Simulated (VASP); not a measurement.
Crystal: Pd.

```
Pd
1.0
     0.00000    1.94650    1.94650
     1.94650    0.00000    1.94650
     1.94650    1.94650    0.00000
Pd
1
Direct
  0.00000 0.00000 0.00000
```

* Program: VASP 6.6.1
* Task: relaxation of cell and atoms
* Functional: PBEsol
* Potentials or basis: VASP PAW PBE potentials, release 64 (Pd)
* Cutoff: 600 eV
* k mesh: 16 × 16 × 16
* Occupations: methfessel-paxton, width 0.1 eV
* Spin: no spin polarisation

At the start: pressure -3.0 GPa; volume 14.75 Å³/atom.

**Question.** Where does the relaxation end?

**Answer.** Over 3 steps the energy falls by 2.1 meV/atom and the volume is 14.53 Å³/atom (-1.5 %); space group Fm-3m (No. 225, to 0.05 Å).

Step by step:
| step | energy change (eV) | largest force (eV/Å) | pressure (GPa) | volume (Å³) |
| --- | --- | --- | --- | --- |
| 1 | 0.0000 | 0.0000 | -2.99 | 14.75 |
| 2 | 0.0039 | 0.0000 | 5.51 | 14.17 |
| 3 | -0.0021 | 0.0000 | -0.01 | 14.53 |

Final structure:
```xyz
1
Lattice="0.0000 1.9367 1.9367 1.9367 0.0000 1.9367 1.9367 1.9367 0.0000" Properties=species:S:1:pos:R:3 pbc="T T T"
Pd    0.0000    0.0000    0.0000
```

Caveat: the PAW data sets were made with another functional, which shifts forces and pressure a little.
